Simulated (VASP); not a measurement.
A VASP calculation is set up with these files.

INCAR:
```
! general
SYSTEM  = BaTiO3
PREC    = Accurate
ENCUT   = 620
LREAL   = .FALSE.
LASPH   = .TRUE.

! electronic loop
EDIFF   = 1E-6
NELM    = 100
ALGO    = Normal
LMAXMIX = 4

! smearing
ISMEAR  = 0
SIGMA   = 0.05

! functional
GGA     = PS

! ions
IBRION  = 2
NSW     = 40
ISIF    = 3
EDIFFG  = -0.02
PSTRESS = 200

! output
LWAVE   = .FALSE.
LCHARG  = .FALSE.
```

**POSCAR**
```
BaTiO3
1.0
  3.9157453324   0.0000000000   0.0000000000
  0.0000000000   3.9157453324   0.0000000000
  0.0000000000   0.0000000000   3.9226553151
Ba Ti O
1 1 3
Cartesian
  0.0000000000   0.0000000000   3.9053406612
  1.9578726662   1.9578726662   1.9710780371
  1.9578726662   1.9578726662   3.8729012443
  0.0000000000   1.9578726662   1.9193790346
  1.9578726662   0.0000000000   1.9193790346
```

**KPOINTS**
```
Automatic mesh
0
Gamma
6 6 6
0 0 0
```

POTCAR, in this order: Ba_sv Ti_sv O (PBE.64 set). Program: vasp_std.

**Question.** Write an equivalent input for Ansatz.

**Answer.** One equivalent input (not run):
Ansatz 0.2 input:
```yaml
crystal:
  lattice:
    - [3.9157453, 0.0000000, 0.0000000]
    - [0.0000000, 3.9157453, 0.0000000]
    - [0.0000000, 0.0000000, 3.9226553]
  atoms:
    - { symbol: Ba, position: [0.0000000, 0.0000000, 0.9955860] }
    - { symbol: Ti, position: [0.5000000, 0.5000000, 0.5024857] }
    - { symbol: O, position: [0.5000000, 0.5000000, 0.9873162] }
    - { symbol: O, position: [0.0000000, 0.5000000, 0.4893061] }
    - { symbol: O, position: [0.5000000, 0.0000000, 0.4893061] }
kpoints:
  mp_grid: { grid: [6, 6, 6] }
hamiltonian:
  xc: pbesol
  pseudopotentials: { kind: paw }
scf:
  occupations: { method: gaussian, width: 0.05 }
  max_iter: 100
relax:
  max_steps: 40
  f_tol: 0.02
  cell: { p_target: 20 }
output: { forces: true, stress: true, eigenvalues: true }
```
Limits of the translation: each code has its own PAW files, so the cut-off isn't converted (ENCUT is set for VASP's; basis.ecutwfc is left out, and Ansatz then takes the one that its files recommend); Ansatz stops its SCF on the density residual and VASP on the energy change (EDIFF).

The compound is BaTiO3 in the tetragonal perovskite structure. This run relaxes it under an external pressure of 20 GPa. Symmetry was kept, so distortions that lower it aren't found.
